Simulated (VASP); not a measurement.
Data:

```
CELL_PARAMETERS angstrom
      0.00000     2.85267     2.85267
      2.85267     0.00000     2.85267
      2.85267     2.85267     0.00000
ATOMIC_POSITIONS crystal
  Li 0.25000 0.25000 0.25000
  Li 0.75000 0.75000 0.75000
  S  0.00000 0.00000 0.00000
```

Method: PBE GGA with D3 dispersion (zero damping), VASP's PBE PAW potentials (set 64) (plane waves; VASP). Numerical set-up: 520 eV cut-off, 7×7×7 Γ-centred mesh, Gaussian smearing of 0.050 eV, potentials Li_sv S.

Question: Give the stress tensor in GPa (positive for a compressed cell).

Answer: 
```
-2.41   0.00   0.00
 0.00  -2.41   0.00
 0.00   0.00  -2.41
```
The pressure is its mean diagonal, -2.41 GPa.

The compound is Li2S in the antifluorite structure. This cell is one point of a volume scan, at 1.06 of the reference volume.
